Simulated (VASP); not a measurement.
An input for Ansatz (written as the equivalent of a VASP run, and not itself run):

Ansatz 0.2 input:
```yaml
crystal:
  lattice:
    - [0.0000000, 3.2300000, 3.2300000]
    - [3.2300000, 0.0000000, 3.2300000]
    - [3.2300000, 3.2300000, 0.0000000]
  atoms:
    - { symbol: Hg, position: [0.0000000, 0.0000000, 0.0000000] }
    - { symbol: Te, position: [0.2500000, 0.2500000, 0.2500000] }
kpoints:
  mp_grid: { grid: [7, 7, 7] }
hamiltonian:
  xc: r2scan
  pseudopotentials: { kind: paw }
scf:
  occupations: { method: gaussian, width: 0.05 }
  max_iter: 100
relax:
  max_steps: 60
  f_tol: 0.01
  cell: {}
output: { forces: true, stress: true, eigenvalues: true }
```

Task: Write the VASP files for the same calculation (r2SCAN).

Result: One answer among several that fit: 
### KPOINTS
```
Automatic
0
gamma
  7 7 7
```

POSCAR:
```
HgTe
1.0
  0.0000000000   3.2300000000   3.2300000000
  3.2300000000   0.0000000000   3.2300000000
  3.2300000000   3.2300000000   0.0000000000
Hg Te
1 1
Direct
  0.0000000000   0.0000000000   0.0000000000
  0.2500000000   0.2500000000   0.2500000000
```

**INCAR**
```
ALGO = Normal
EDIFF = 1E-6
EDIFFG = -0.01
ENCUT = 400
IBRION = 2
ISIF = 3
ISMEAR = 0
LASPH = .TRUE.
LCHARG = .FALSE.
LMAXMIX = 6
LMIXTAU = .TRUE.
LREAL = .FALSE.
LWAVE = .FALSE.
METAGGA = R2SCAN
NELM = 100
NSW = 60
PREC = Accurate
SIGMA = 0.05
SYSTEM = HgTe
```

POTCAR, in this order: Hg Te (PBE.64 set). Program: vasp_std.

Limits of the translation: each code has its own PAW files, so the cut-off isn't converted (ENCUT is set for VASP's; basis.ecutwfc is left out, and Ansatz then takes the one that its files recommend); Ansatz stops its SCF on the density residual and VASP on the energy change (EDIFF).

The compound is HgTe in the zinc blende structure. This run relaxes it. Symmetry was kept, so distortions that lower it aren't found.
